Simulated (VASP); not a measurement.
```
CELL_PARAMETERS angstrom
      5.54515     0.00000     0.00000
      0.00000     5.54515     0.00000
      0.00000     0.00000     5.54515
ATOMIC_POSITIONS crystal
  In 0.00000 0.00000 0.00000
  P  0.26032 0.26032 0.26032
  P  0.73968 0.73968 0.26032
  P  0.73968 0.26032 0.73968
  P  0.26032 0.73968 0.73968
  Ga 0.50000 0.50000 0.00000
  Ga 0.50000 0.00000 0.50000
  Ga 0.00000 0.50000 0.50000
```

All values below come from PBEsol GGA, VASP's PBE PAW potentials (set 64) (plane waves; VASP). Run with 400 eV cut-off, 5×5×5 Γ-centred mesh, tetrahedra with Blöchl corrections, potentials In_d P Ga_d.

The cores are frozen, which limits the accuracy of field gradients.

Q: Give the principal components of the electric field gradient (V/Å²) and the asymmetry η at each nucleus.

A: 
| atom | Vxx | Vyy | Vzz | η |
|---|---|---|---|---|
| In1 | 0.0 | 0.0 | 0.0 | - |
| P2 | 5.9 | 5.9 | -11.8 | 0.00 |
| P3 | 5.9 | 5.9 | -11.8 | 0.00 |
| P4 | 5.9 | 5.9 | -11.8 | 0.00 |
| P5 | 5.9 | 5.9 | -11.8 | 0.00 |
| Ga6 | 6.2 | 6.2 | -12.3 | 0.00 |
| Ga7 | 6.2 | 6.2 | -12.3 | 0.00 |
| Ga8 | 6.2 | 6.2 | -12.3 | 0.00 |

The structure was generated: Ga3InP4 was put into an ordered model structure (P-43m), which need not be its known phase. It was relaxed first.
